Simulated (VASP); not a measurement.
Given:

```
CELL_PARAMETERS angstrom
      4.18127     0.00000     0.00000
      0.00000     4.18127     0.00000
      0.00000     0.00000     2.67156
ATOMIC_POSITIONS crystal
  Si 0.00000 0.00000 0.00000
  Si 0.50000 0.50000 0.50000
  O  0.30597 0.30597 0.00000
  O  0.80597 0.19403 0.50000
  O  0.19403 0.80597 0.50000
  O  0.69403 0.69403 0.00000
```

All values below come from r2SCAN meta-GGA, VASP's PBE PAW potentials (set 64) (plane waves; VASP 6.6.1). Settings: 620 eV cut-off, 5×5×8 Γ-centred mesh, Gaussian smearing of 0.050 eV, potentials Si O.

**Question.** The ions, cell shape and volume at an external pressure of 5.0 GPa are relaxed. What does this cell relax into?

**Answer.** 
```
CELL_PARAMETERS angstrom
      4.15658     0.00000     0.00000
      0.00000     4.15658     0.00000
      0.00000     0.00000     2.66144
ATOMIC_POSITIONS crystal
  Si 0.00000 0.00000 0.00000
  Si 0.50000 0.50000 0.50000
  O  0.30524 0.30524 0.00000
  O  0.80524 0.19476 0.50000
  O  0.19476 0.80524 0.50000
  O  0.69476 0.69476 0.00000
```
Space group P4_2/mnm (136), at a tolerance of 0.03 Å.

**Question.** How do energy and volume change from the first to the last step?

**Answer.** The energy (σ→0) changes by +1.8 meV/atom and the volume by -1.6 %, in 5 ionic steps.

```json
[
 {"step": "1", "E(σ→0) (eV)": "-58.8079", "max force (eV/Å)": "0.013", "pressure (GPa)": "0.03", "volume (Å³)": "46.71"},
 {"step": "2", "E(σ→0) (eV)": "-58.7457", "max force (eV/Å)": "0.243", "pressure (GPa)": "12.76", "volume (Å³)": "45.09"},
 {"step": "3", "E(σ→0) (eV)": "-58.7977", "max force (eV/Å)": "0.105", "pressure (GPa)": "4.99", "volume (Å³)": "46.04"},
 {"step": "4", "E(σ→0) (eV)": "-58.7967", "max force (eV/Å)": "0.029", "pressure (GPa)": "4.97", "volume (Å³)": "45.98"},
 {"step": "5", "E(σ→0) (eV)": "-58.7969", "max force (eV/Å)": "0.020", "pressure (GPa)": "4.98", "volume (Å³)": "45.98"}
]
```

The compound is SiO2 in the rutile structure, stishovite, a high-pressure form. This run relaxes it under an external pressure of 5 GPa. Symmetry was kept, so distortions that lower it aren't found.
